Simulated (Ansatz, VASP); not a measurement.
# BaHF in two plane-wave programs, part 2 of 2

Aim: how closely do two programs agree when they are given the same cell, functional and k mesh? The cell is taken from a series of runs on this material, whose earlier steps may have relaxed, scaled, displaced or heated it; both programs get it as it stands.

VASP 6.6.1 and Ansatz 0.2.0.

So far: Set-up; VASP: dielectric response, PBE.

The structure was built from a prototype and need not be the compound's stable phase.

### Step 3. Ansatz: dielectric response, PBE

Level of this step: Ansatz beside VASP: Kohn-Sham DFT, plane waves, PBE (Ansatz).

Ansatz runs on its default PAW (the set named soft_2) files.

The same cell, functional and mesh now go to Ansatz, which takes its cutoff from its data sets.

Input file input.yaml:

```yaml
crystal:
  lattice:
    - [3.9671319916, 0.0, 0.0]
    - [0.0, 3.9671319916, 0.0]
    - [0.0, 0.0, 6.8415764692]
  atoms:
    - { symbol: Ba, position: [0.5, 0.0, 0.7568507557] }
    - { symbol: Ba, position: [0.0, 0.5, 0.2431492443] }
    - { symbol: F, position: [0.5, 0.0, 0.3623680998] }
    - { symbol: F, position: [0.0, 0.5, 0.6376319002] }
    - { symbol: H, position: [0.5, 0.5, 0.0] }
    - { symbol: H, position: [0.0, 0.0, 0.0] }
kpoints:
  mp_grid: { grid: [6, 6, 4] }
scf:
  occupations: { method: fixed }
hamiltonian:
  xc: pbe
  pseudopotentials: { kind: paw }
dielectric: {}
```

Command:

```console
$ ansatz run input.yaml --threads 2 --pin off --max-ram 5120MiB --backend cpu --events-out ev --progress --plain --runs-dir out
```

Numbers of over 12 decimals in the logs are rounded to 6 here.

Log:

```text
Engine: ansatz 0.2.0, x86_64-unknown-linux-gnu
Pseudopotentials: kind: paw
Pseudopotential: Ba, paw, valence charge 10, recommended cutoff 420 eV (normal), Ba.paw.azcp
Pseudopotential: F, paw, valence charge 7, recommended cutoff 420 eV (normal), F.paw.azcp
Pseudopotential: H, paw, valence charge 1, recommended cutoff 420 eV (normal), H.paw.azcp
Functional definition: PBE
  parameter kappa = 0.804
  parameter beta = 0.066725
  exchange = pbe_x(kappa = kappa, mu = beta*pi^2/3)
  correlation = pbe_c(beta = beta)
Crystal: 6 atoms, lattice volume = 107.674 Å³
Basis set: ecut = 420 eV, 2103 PW (Γ), exchange–correlation on 60×60×96 points (8 copies of the dense FFT grid, shifted against one another)
Bands: 24, of which v1, the nominal top of the filled ones, is band 18 counted from 1 (17 counted from 0)
Symmetry: 16 space group operations
k-points: 56 of 144 (irreducible under 2 space group operations, time reversal used)
Non-local potential: Ba, projectors of the file, l = 0: 3, l = 1: 2, l = 2: 2, l = 3: 2
Non-local potential: F, projectors of the file, l = 0: 2, l = 1: 2, l = 2: 1
Non-local potential: H, projectors of the file, l = 0: 2, l = 1: 1
PAW form: soft (Blöchl's): semilocal exchange-correlation on the pseudo side does not see the compensation charge
PAW one-centre angular grid: Ba, 194 points (default); XC on 64 Gauss nodes
PAW one-centre angular grid: F, 110 points (default); XC on 64 Gauss nodes
PAW one-centre angular grid: H, 110 points (default); XC on 64 Gauss nodes
Initial density: superposition of atomic densities (neutral atoms: chi_scale 0, normalization atom), corrected by the library's trained network
Initial wavefunctions: pseudopotential atomic-orbital guess
Functional: x = pbe(κ = 0.804, μ = 0.219515), c = pbe(β = 0.066725)
SCF iter   1: F=—  HF=-13554.851644 eV  |F-HF|=—  |Δ(HF+E_count)|=         —  Δρ=1.54e-3  dr2=3.99e-3  ethr=1.77e-3  ⟨swp⟩=5.0  Hψ=6002  notcnv=0  defer=209
preconditioner: auto → Resta (q_TF=auto, 2.273 Å⁻¹)  ε∞=3.6  [insulator: Δε(μ)=3.263 eV  Ē_g=11.798 eV  n_scr=20 (ndim 8)  ℏωp=18.9 eV  f_vac=0.013  ε∞_Penn≈3.6]
SCF iter   2: F=—  HF=-13554.852042 eV  |F-HF|=—  |Δ(HF+E_count)|=   3.98e-4  Δρ=1.07e-3  dr2=1.35e-3  ethr=1.11e-5  ⟨swp⟩=2.7  Hψ=2636  notcnv=0  defer=224
SCF iter   3: F=—  HF=-13554.852241 eV  |F-HF|=—  |Δ(HF+E_count)|=   1.99e-4  Δρ=4.88e-4  dr2=4.05e-4  ethr=3.76e-6  ⟨swp⟩=2.1  Hψ=1825  notcnv=0  defer=224
SCF iter   4: F=—  HF=-13554.852373 eV  |F-HF|=—  |Δ(HF+E_count)|=   1.32e-4  Δρ=1.84e-4  dr2=3.39e-5  ethr=1.13e-6  ⟨swp⟩=2.2  Hψ=2095  notcnv=0  defer=224
SCF iter   5: F=—  HF=-13554.852383 eV  |F-HF|=—  |Δ(HF+E_count)|=   9.79e-6  Δρ=6.54e-5  dr2=4.94e-6  ethr=9.41e-8  ⟨swp⟩=2.1  Hψ=2031  notcnv=0  defer=200
SCF iter   6: F=—  HF=-13554.852382 eV  |F-HF|=—  |Δ(HF+E_count)|=   6.46e-7  Δρ=1.79e-5  dr2=3.77e-7  ethr=1.37e-8  ⟨swp⟩=2.1  Hψ=1945  notcnv=0  defer=97
SCF iter   7: F=—  HF=-13554.852382 eV  |F-HF|=—  |Δ(HF+E_count)|=   2.92e-8  Δρ=4.23e-6  dr2=2.18e-8  ethr=1.05e-9  ⟨swp⟩=2.3  Hψ=2038  notcnv=0  defer=96
SCF iter   8: F=—  HF=-13554.852382 eV  |F-HF|=—  |Δ(HF+E_count)|=   6.56e-9  Δρ=3.64e-7  dr2=1.95e-10  ethr=6.06e-11  ⟨swp⟩=2.2  Hψ=2032  notcnv=0  defer=96
SCF iter   9: F=-13554.852382 eV  HF=-13554.852382 eV  |F-HF|=1.82e-12  |Δ(HF+E_count)|=  3.04e-10  Δρ=6.48e-8  dr2=4.17e-12  ethr=1.00e-12  ⟨swp⟩=10.0  Hψ=7320  notcnv=0
SCF 1 converged in 9 iterations: F = -13554.852382 eV  dr2 = 4.17e-12
  greatest PAW one-centre occupation: 0.955 electrons in one spin orbital (limit 2), on the Ba atom at site 1 (counted from 0), in its partial waves of l = 0
DFPT response loops at Γ: preconditioner auto → Resta (q_TF=auto, 2.273 Å⁻¹)  ε∞=4.3 (no band partly filled); β = 1.00, the filter's whole step (`scf.mixing.beta` (0.50) is not read by the response loops at its default; to damp them type it under 1.00, their step now; it binds the ground state too); Broyden in place of MSR1
── the response to a field inside a basis, on 6×6×4 k-points: an SCF that follows is theirs, and a resumed run solves both again ──
Bands: 19, of which v1, the nominal top of the filled ones, is band 18 counted from 1 (17 counted from 0)
k-points: 12 of 144
Initial density: handed on by an earlier stage of this run
Initial wavefunctions: pseudopotential atomic-orbital guess (no wavefunctions were taken with the density)
Eigensolver: Dense (12 Hₖ)
SCF iter   1: F=—  HF=-13554.846061 eV  |F-HF|=—  |Δ(HF+E_count)|=         —  Δρ=3.42e-4  dr2=3.03e-5  ethr=1.00e-1
preconditioner: auto → Resta (q_TF=auto, 2.273 Å⁻¹)  ε∞=4.1  [insulator: Δε(μ)=3.600 eV  Ē_g=10.681 eV  n_scr=20 (ndim 8)  ℏωp=18.9 eV  f_vac=0.014  ε∞_Penn≈4.1]
SCF iter   2: F=—  HF=-13554.846060 eV  |F-HF|=—  |Δ(HF+E_count)|=   9.57e-7  Δρ=1.25e-4  dr2=9.42e-6  ethr=8.42e-8
SCF iter   3: F=—  HF=-13554.846061 eV  |F-HF|=—  |Δ(HF+E_count)|=   9.45e-7  Δρ=6.89e-5  dr2=1.35e-6  ethr=2.62e-8
SCF iter   4: F=-13554.846062 eV  HF=-13554.846062 eV  |F-HF|=2.42e-8  |Δ(HF+E_count)|=   7.80e-7  Δρ=6.07e-6  dr2=2.50e-8  ethr=3.74e-9
SCF 1 converged in 4 iterations: F = -13554.846062 eV  dr2 = 2.50e-8
DFPT response loops at Γ: preconditioner auto → Resta (q_TF=auto, 2.273 Å⁻¹)  ε∞=4.1 (no band partly filled); β = 1.00, the filter's whole step (`scf.mixing.beta` (0.50) is not read by the response loops at its default; to damp them type it under 1.00, their step now; it binds the ground state too); Broyden in place of MSR1
SCF converged after 9 iterations
Free energy (F): -13554.852382 eV
Harris-Foulkes:  -13554.852382 eV  (|F-HF|=1.82e-12)
Internal energy: -13554.852382 eV  (E = F + TS)
E sigma→0 (E₀):  -13554.852382 eV
Fermi energy:    5.895947 eV
--- Per-component energies (eV) ---
  E_band       = -151.575472
  E_kinetic    = 778.679901
  E_local      = -1895.884174  (includes V_loc(G=0)·N_el)
  E_nonlocal   = 263.111761
  E_hartree    = 704.818312
  E_xc         = -516.917712
  E_vxc        = -503.010207  (∫ρ·V_xc dr)
  E_paw        = -10852.998988  (= ΣΔE_a)
  E_vpaw       = -204.111053  (= ΣTr[D̂ρ^β])
  E_aug_tail   = 0.001734  (compensation charges beyond the density's cutoff)
  E_ewald      = -2035.663216
  E_smearing   = -0.000000  (= −TS)
  E_closure    = -0.000000  (closes the sum)
  Σ components = -13554.852382   (vs F -13554.852382, Δ=0.00e0)
--- Band table (eV; the first three rows and the last of 56) ---
  k-point 0: bands = [... 14 lower, 2.7719, 2.7719, 4.5180, 5.8488, 9.8157, 9.8182, 11.0434, 11.1993, ... 2 higher]
  k-point 1: bands = [... 14 lower, 2.7736, 2.7736, 4.8552, 5.8720, 9.4511, 9.7706, 11.2603, 11.6380, ... 2 higher]
  k-point 2: bands = [... 14 lower, 2.7755, 2.7755, 5.1634, 5.8959, 9.2083, 9.6535, 11.5580, 11.9411, ... 2 higher]
  k-point 55: bands = [... 14 lower, 2.8221, 2.8221, 5.5073, 5.5073, 10.4753, 10.4753, 11.3859, 11.3859, ... 2 higher]
--- Dielectric response (ions clamped): 3 representative field directions + reference, inside a basis on a mesh of 144 k-points (Σ response iterations 15) ---
  ε∞ (high-frequency dielectric tensor):
        3.241677     0.000000    -0.000000
        0.000000     3.241677    -0.000000
       -0.000000    -0.000000     3.239172
  Born effective charges Z* (e; rows j = field, columns β = displacement):
    site 0:
         2.26734    0.00000   -0.00000
         0.00000    2.26734   -0.00000
        -0.00000    0.00000    2.50048
    site 1:
         2.26734   -0.00000   -0.00000
        -0.00000    2.26734   -0.00000
        -0.00000    0.00000    2.50048
    site 2:
        -1.32039   -0.00000    0.00000
        -0.00000   -1.32039    0.00000
         0.00000   -0.00000   -1.60086
    site 3:
        -1.32039   -0.00000    0.00000
        -0.00000   -1.32039    0.00000
         0.00000   -0.00000   -1.60086
    site 4:
        -0.94695    0.00000   -0.00000
         0.00000   -0.94695   -0.00000
        -0.00000   -0.00000   -0.89962
    site 5:
        -0.94695    0.00000   -0.00000
         0.00000   -0.94695   -0.00000
        -0.00000   -0.00000   -0.89962
  Z* charge neutrality: 2.050e-3 e pre-enforcement
  solved inside a basis spanned on kpoints, on 6×6×4 k-points, its susceptibility summed on 10×10×6: ε∞ is read to err by 8.2e-3, Z* by 1.1e-2 e (field_mesh: kpoints solves on kpoints); Z* is corrected for what the basis lacks
```

Reading the cycles: dr2 is the Hartree energy of the density residual (eV), the measure of convergence; HF is the Harris–Foulkes estimate of the energy, which meets the free energy F at convergence.

### Step 4. Differences

Known differences besides the potentials themselves: fixed occupations in Ansatz, narrow Gaussian smearing in VASP; VASP's response is taken on the typed mesh, Ansatz refines its own for the field response alone; the cutoff is 420 eV in Ansatz and 520 eV in VASP. Total energies have different zeros and are not compared.

Both answers:

```
quantity  Ansatz  VASP  difference
   ε∞ xx    3.24  3.26     -0.50 %
   ε∞ yy    3.24  3.26     -0.50 %
   ε∞ zz    3.24  3.25     -0.40 %
```

### Step 5. Summary of results

```json
{
 "difference in ε∞ xx (dielectric response, PBE)": "-0.50 %"
}
```

In words: The difference in ε∞ xx is -0.50 % (dielectric response, PBE), within the 5 % picked in this series as the mark of a large difference. 1 further pair of this series is not shown here. Such differences can come from data sets, numerical settings and the points named under the comparisons, not from the functional's error against experiment.

[Lines on the potential files, build, host, timing and source positions are cut from VASP's logs without a mark.]

[Logs are printed without paths, hosts, clocks, repeated set-up lines and the standing remarks that a program may print on its own settings, such as how far it seeks lower states.]

[Hosts, paths, dates, database ids (printed as entryN), source tags and the programs' standing remarks are cut or masked in the printed files.]
